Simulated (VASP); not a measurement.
Output of a VASP run:

**OUTCAR**
```
 ion  position               nearest neighbor table
   1  0.333  0.667  0.993-   4 1.79   4 1.79   4 1.79   3 1.81   2 2.89   2 2.89   2 2.89   2 2.89
                             2 2.89   2 2.89
   2  0.667  0.333  0.493-   3 1.79   3 1.79   3 1.79   4 1.81   1 2.89   1 2.89   1 2.89   1 2.89
                             1 2.89   1 2.89
   3  0.333  0.667  0.382-   2 1.79   2 1.79   2 1.79   1 1.81
   4  0.667  0.333  0.882-   1 1.79   1 1.79   1 1.79   2 1.81
  LATTYP: Found a hexagonal cell.
 ALAT       =     2.9704300082
 C/A-ratio  =     1.5642581945
 Subroutine PRICEL returns:
 Original cell was already a primitive cell.
 Subroutine GETGRP returns: Found 12 space group operations
The static configuration has the point symmetry C_3v.
 The point group associated with its full space group is C_6v.
The dynamic configuration has the point symmetry C_3v.
 Subroutine INISYM returns: Found 12 space group operations
 Subroutine IBZKPT returns following result:
 Found     36 irreducible k-points:

 Following reciprocal coordinates:
            Coordinates               Weight
  0.000000  0.000000  0.000000      1.000000
  0.111111 -0.000000  0.000000      6.000000
  0.222222  0.000000  0.000000      6.000000
  0.333333  0.000000  0.000000      6.000000
  0.444444  0.000000  0.000000      6.000000
  0.111111  0.111111  0.000000      6.000000
  0.222222  0.111111  0.000000     12.000000
  0.333333  0.111111  0.000000     12.000000
  0.444444  0.111111  0.000000      6.000000
  0.222222  0.222222  0.000000      6.000000
  0.333333  0.222222  0.000000     12.000000
  0.333333  0.333333  0.000000      2.000000
  0.000000  0.000000  0.200000      2.000000
  0.111111 -0.000000  0.200000     12.000000
  0.222222  0.000000  0.200000     12.000000
  0.333333  0.000000  0.200000     12.000000
  0.444444  0.000000  0.200000     12.000000
  0.111111  0.111111  0.200000     12.000000
  0.222222  0.111111  0.200000     24.000000
  0.333333  0.111111  0.200000     24.000000
  0.444444  0.111111  0.200000     12.000000
  0.222222  0.222222  0.200000     12.000000
  0.333333  0.222222  0.200000     24.000000
  0.333333  0.333333  0.200000      4.000000
  0.000000  0.000000  0.400000      2.000000
  0.111111 -0.000000  0.400000     12.000000
  0.222222  0.000000  0.400000     12.000000
  0.333333  0.000000  0.400000     12.000000
  0.444444  0.000000  0.400000     12.000000
  0.111111  0.111111  0.400000     12.000000
  0.222222  0.111111  0.400000     24.000000
  0.333333  0.111111  0.400000     24.000000
  0.444444  0.111111  0.400000     12.000000
  0.222222  0.222222  0.400000     12.000000
  0.333333  0.222222  0.400000     24.000000
  0.333333  0.333333  0.400000      4.000000
   k-points           NKPTS =     36   k-points in BZ     NKDIM =     36   number of bands    NBANDS=     12
   number of dos      NEDOS =    301   number of ions     NIONS =      4
   total plane-waves  NPLWV =  23040
   dimension x,y,z NGX =    24 NGY =   24 NGZ =   40
   dimension x,y,z NGXF=    48 NGYF=   48 NGZF=   80
   ions per type =               2   2
   PREC   = accura    normal or accurate (medium, high low for compatibility)
   ISTART =      0    job   : 0-new  1-cont  2-samecut
   ICHARG =      2    charge: 1-file 2-atom 10-const
   ISPIN  =      1    spin polarized calculation?
   LNONCOLLINEAR =      F non collinear calculations
   LSORBIT =      F    spin-orbit coupling
   INIWAV =      1    electr: 0-lowe 1-rand  2-diag
   ENCUT  =  620.0 eV  45.57 Ry    6.75 a.u.   6.03  6.03  9.43*2*pi/ulx,y,z
   NELM   =    100;   NELMIN=  2; NELMDL= -5     # of ELM steps
   EDIFF  = 0.1E-05   stopping-criterion for ELM
   LREAL  =      F    real-space projection
   NLSPLINE    = F    spline interpolate recip. space projectors
   LMAXMIX     =    2 max onsite mixed and CHGCAR
   VOSKOWN=      0    Vosko Wilk Nusair interpolation
   EDIFFG = -.2E-01   stopping-criterion for IOM
   NSW    =     40    number of steps for IOM
...
```

File OSZICAR:
```
       N       E                     dE             d eps       ncg     rms          rms(c)
DAV:   1     0.638682984171E+02    0.63868E+02   -0.87894E+03   864   0.141E+03
DAV:   2    -0.313790800909E+02   -0.95247E+02   -0.87489E+02  1236   0.274E+02
DAV:   3    -0.356953510621E+02   -0.43163E+01   -0.42939E+01  1124   0.624E+01
DAV:   4    -0.357276419503E+02   -0.32291E-01   -0.32277E-01  1032   0.628E+00
DAV:   5    -0.357280176457E+02   -0.37570E-03   -0.37569E-03  1096   0.668E-01    0.130E+01
DAV:   6    -0.306462125237E+02    0.50818E+01   -0.15332E+01  1040   0.334E+01    0.476E+00
DAV:   7    -0.305661979004E+02    0.80015E-01   -0.81386E-01  1008   0.798E+00    0.309E+00
DAV:   8    -0.305332469290E+02    0.32951E-01   -0.73406E-02  1008   0.289E+00    0.395E-01
DAV:   9    -0.305291656746E+02    0.40813E-02   -0.15919E-02  1100   0.100E+00    0.234E-01
DAV:  10    -0.305294149315E+02   -0.24926E-03   -0.97442E-04   960   0.277E-01    0.152E-01
DAV:  11    -0.305293378821E+02    0.77049E-04   -0.20083E-04  1016   0.126E-01    0.214E-02
DAV:  12    -0.305293379680E+02   -0.85841E-07   -0.32328E-06  1016   0.200E-02
   1 F= -.20556962E+02 E0= -.20556962E+02  d E =-.205570E+02
```

File OUTCAR:
```
------------------------ aborting loop because EDIFF is reached ----------------------------------------
  FORCE on cell =-STRESS in cart. coord.  units (eV):
  Direction    XX          YY          ZZ          XY          YZ          ZX
  --------------------------------------------------------------------------------------
  Total        9.9595883      9.9595738      9.9272043      0.0000000      0.0000000     -0.0000000
  in kB      449.4229493    449.4222924    447.9616335      0.0000000      0.0000000     -0.0000000
  external PRESSURE =      -1.0643750 kB  Pullay stress =     450.0000000 kB
  volume of cell :       35.51
      direct lattice vectors                 reciprocal lattice vectors
     2.970430008  0.000000000  0.000000000     0.336651595  0.194366031  0.000000000
    -1.485215004  2.572465967  0.000000000     0.000000000  0.388732062  0.000000000
     0.000000000  0.000000000  4.646519482     0.000000000  0.000000000  0.215214851
  FREE ENERGIE OF THE ION-ELECTRON SYSTEM (eV)
  ---------------------------------------------------
  free  energy   TOTEN  =       -30.5293379680 eV

  energy  without entropy=      -30.5293379680  energy(sigma->0) =      -30.52933797
  enthalpy is  TOTEN    =       -20.5569617288 eV   P V=        9.9723762391

 reached required accuracy - stopping structural energy minimisation
```
(Selected blocks of OUTCAR.)

File POSCAR:
```
AlN
1
    2.9704300082     0.0000000000    -0.0000000000
   -1.4852150040     2.5724659671     0.0000000000
   -0.0000000000    -0.0000000000     4.6465194816
Al N
2 2
Direct
  0.3333330000   0.6666670000   0.9929292903
  0.6666670000   0.3333330000   0.4929292903
  0.3333330000   0.6666670000   0.3820707097
  0.6666670000   0.3333330000   0.8820707097
```

### Question
Reconstruct the remaining input files.

### Answer
One answer among several that fit: the input of the run itself, PBEsol GGA, plane waves, VASP's PBE PAW potentials (set 64).

### INCAR
```
ALGO = Normal
EDIFF = 1E-6
EDIFFG = -0.02
ENCUT = 620
GGA = PS
IBRION = 2
ISIF = 3
ISMEAR = 0
LASPH = .True.
LCHARG = .False.
LREAL = .False.
LWAVE = .False.
NELM = 100
NSW = 40
PREC = Accurate
PSTRESS = 450
SIGMA = 0.05
SYSTEM = AlN
```

### KPOINTS
```
Automatic mesh
0
Gamma
9 9 5
0 0 0
```

POTCAR, in this order: Al N (PBE.64 set). Program: vasp_std.

The structure was generated: AlN was put into the wurtzite type (P6_3mc), which need not be its known phase. It was relaxed first under an external pressure of 45 GPa.
